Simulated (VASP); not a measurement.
Input:

```
CELL_PARAMETERS angstrom
      0.00000     1.77264     1.77264
      1.77264     0.00000     1.77264
      1.77264     1.77264     0.00000
ATOMIC_POSITIONS crystal
  B  0.00000 0.00000 0.00000
  N  0.25000 0.25000 0.25000
```

Level of theory: revTPSS meta-GGA, VASP's PBE PAW potentials (set 64) (plane waves; VASP). Numerical set-up: 520 eV cut-off, 12×12×12 Γ-centred mesh, Gaussian smearing of 0.050 eV, potentials B N.

Give the stress tensor in GPa (positive for a compressed cell).

```
26.26   0.00   0.00
 0.00  26.26   0.00
 0.00   0.00  26.26
```
The pressure is its mean diagonal, 26.26 GPa.

The compound is BN in the zinc blende structure. This cell is one point of a volume scan, at 0.94 of the reference volume.
